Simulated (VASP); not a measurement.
Consider the following.

```xyz
2
Lattice="0.0000 2.2377 2.2377 2.2377 0.0000 2.2377 2.2377 2.2377 0.0000" Properties=species:S:1:pos:R:3 pbc="T T T"
Al     0.0000     0.0000     0.0000
N      1.1189     1.1189     1.1189
```

Calculation: optB86b-vdW, VASP's PBE PAW potentials (set 64) (plane waves; VASP). Settings: 520 eV cut-off, 10×10×10 Γ-centred mesh, Gaussian smearing of 0.050 eV, potentials Al N.

**Question.** Give the stress tensor in GPa (positive for a compressed cell).

**Answer.** 
```
-10.31    0.00    0.00
  0.00  -10.31    0.00
  0.00    0.00  -10.31
```
The pressure is its mean diagonal, -10.31 GPa.

The compound is AlN in the zinc blende structure, a metastable form; wurtzite is the usual one. This cell is one point of a volume scan, at 1.06 of the reference volume.
